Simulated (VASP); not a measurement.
A run of VASP 6.6.1:

INCAR

```
  PREC = Accurate
  ENCUT = 520
  EDIFF = 1E-6
  ISMEAR = 0
  SIGMA = 0.1
  LREAL = F
  LASPH = T
  NELM = 120
  ALGO = Normal
  ISIF = 2
  LWAVE = F
  LCHARG = F
  ISPIN = 2
  MAGMOM = 0 0 1
  LORBIT = 11
  LMAXMIX = 4
  METAGGA = R2SCAN
  LMIXTAU = T
```

KPOINTS

```
Automatic mesh
0
Gamma
  14 14 14
```

POSCAR

```
Si2Ni
1.0
    0.0000000000      2.6962300000      2.6962300000
    2.6962300000      0.0000000000      2.6962300000
    2.6962300000      2.6962300000      0.0000000000
Si Ni
2 1
Direct
    0.2500000000      0.2500000000      0.2500000000
    0.7500000000      0.7500000000      0.7500000000
    0.0000000000      0.0000000000      0.0000000000
```

Potentials or basis: VASP PAW PBE potentials, release 64 (Si, Ni).

Command:

```sh
$ cat potpaw_PBE.64/Si/POTCAR potpaw_PBE.64/Ni/POTCAR > POTCAR
$ mpirun -np 1 vasp_std > vasp.out
```

Hardware: 1 thread of AMD EPYC 9R45 96-Core Processor (Zen 5) (shared host).

How long does it take, and how much memory?

Wall time 4.7 min on 1 thread of AMD EPYC 9R45 96-Core Processor (Zen 5), with other jobs on the host, peak memory 0.22 GiB. Counts: scf iterations 15, k points 104.
